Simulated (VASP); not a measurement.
Given:

```
MgC62
1.0
    7.14656     0.00000     0.00000
    0.00000     7.14656     0.00000
    0.00000     0.00000     7.14656
C Mg
62 1
Direct
  0.49870   0.99898   0.99862
  0.62370   0.12692   0.12653
  0.74849   0.25188   0.00096
  0.87396   0.37746   0.12609
  0.74843   0.00129   0.25154
  0.87388   0.12642   0.37716
  0.99902   0.00090   0.00067
  0.12301   0.12675   0.12649
  0.24696   0.24917   0.99911
  0.37460   0.37583   0.12527
  0.49961   0.50065   0.99972
  0.62497   0.62721   0.12396
  0.75007   0.75316   0.99884
  0.87393   0.87749   0.12631
  0.24699   0.99942   0.24890
  0.37470   0.12560   0.37554
  0.48667   0.23616   0.23581
  0.76200   0.51375   0.23592
  0.87512   0.62643   0.37564
  0.49966   0.00003   0.50037
  0.62509   0.12423   0.62698
  0.76194   0.23629   0.51344
  0.87510   0.37593   0.62616
  0.75018   0.99910   0.75282
  0.87403   0.12660   0.87720
  0.00034   0.50032   0.99879
  0.12338   0.62703   0.12388
  0.24968   0.75009   0.99891
  0.37344   0.87751   0.12330
  0.99825   0.25196   0.25169
  0.12389   0.37626   0.37600
  0.24831   0.50068   0.25001
  0.36141   0.64038   0.36276
  0.49844   0.75246   0.24934
  0.62388   0.87683   0.37580
  0.00032   0.99915   0.49997
  0.12345   0.12420   0.62675
  0.24848   0.25030   0.50038
  0.36161   0.36310   0.64007
  0.63681   0.64049   0.64015
  0.74890   0.75114   0.50048
  0.87660   0.87721   0.62727
  0.24972   0.99915   0.74979
  0.37347   0.12361   0.87722
  0.49857   0.24960   0.75218
  0.62392   0.37614   0.87654
  0.74888   0.50084   0.75084
  0.87655   0.62759   0.87697
  0.00027   0.75249   0.24944
  0.12327   0.87758   0.37619
  0.99939   0.50038   0.50010
  0.12514   0.62469   0.62444
  0.24948   0.75030   0.49903
  0.37516   0.87539   0.62452
  0.00036   0.24974   0.75219
  0.12334   0.37651   0.87725
  0.24967   0.49932   0.74990
  0.37516   0.62485   0.87510
  0.49988   0.74979   0.74945
  0.62486   0.87773   0.87743
  0.00060   0.74994   0.74970
  0.12474   0.87567   0.87544
  0.56169   0.43850   0.43791
```
Cell charge +1.

Calculation: PBE GGA, VASP's PBE PAW potentials (set 64) (plane waves; VASP). Run with PREC = Normal, LREAL = Auto, ISYM = 0, NELECT = 249.0, 400 eV cut-off, 1×1×1 Γ-centred mesh, Gaussian smearing of 0.050 eV, potentials C Mg. Starting moments (MAGMOM): 63*0.0476. The cell's moment is fixed (NUPDOWN = 3).

The cell is charged, with a uniform compensating background.  The supercell is sampled at Γ alone, which is coarse: total energies, pressure and levels can be off, energies of defects by several tenths of an eV.

Question: What does the run give for the cell moment, energy per atom (σ→0)?

Answer: 
```json
{
  "cell_moment": "3.00 μB",
  "energy per atom (σ→0)": "-8.928 eV/atom"
}
```

Question: Give the moment on each site (PAW-sphere projection).

Answer: 
| site | moment (μB) |
|---|---|
| C1 | 0.02 |
| C2 | -0.01 |
| C3 | 0.01 |
| C4 | -0.01 |
| C5 | 0.01 |
| C6 | -0.01 |
| C7 | 0.00 |
| C8 | 0.00 |
| C9 | 0.01 |
| C10 | 0.01 |
| C11 | 0.00 |
| C12 | 0.01 |
| C13 | 0.03 |
| C14 | 0.00 |
| C15 | 0.01 |
| C16 | 0.01 |
| C17 | 0.15 |
| C18 | 0.27 |
| C19 | 0.01 |
| C20 | 0.00 |
| C21 | 0.01 |
| C22 | 0.27 |
| C23 | 0.01 |
| C24 | 0.03 |
| C25 | 0.00 |
| C26 | 0.03 |
| C27 | 0.02 |
| C28 | 0.00 |
| C29 | 0.03 |
| C30 | 0.01 |
| C31 | 0.01 |
| C32 | 0.01 |
| C33 | 0.27 |
| C34 | 0.01 |
| C35 | 0.00 |
| C36 | 0.03 |
| C37 | 0.02 |
| C38 | 0.01 |
| C39 | 0.27 |
| C40 | 0.15 |
| C41 | 0.01 |
| C42 | 0.01 |
| C43 | 0.00 |
| C44 | 0.03 |
| C45 | 0.01 |
| C46 | 0.00 |
| C47 | 0.01 |
| C48 | 0.01 |
| C49 | 0.02 |
| C50 | 0.03 |
| C51 | 0.01 |
| C52 | 0.01 |
| C53 | -0.01 |
| C54 | 0.01 |
| C55 | 0.02 |
| C56 | 0.03 |
| C57 | -0.01 |
| C58 | 0.01 |
| C59 | -0.01 |
| C60 | 0.02 |
| C61 | 0.00 |
| C62 | 0.00 |
| Mg63 | 0.08 |

The cell is a supercell with a defect, built from C (diamond): Mg_C-vac_C, charge +1.
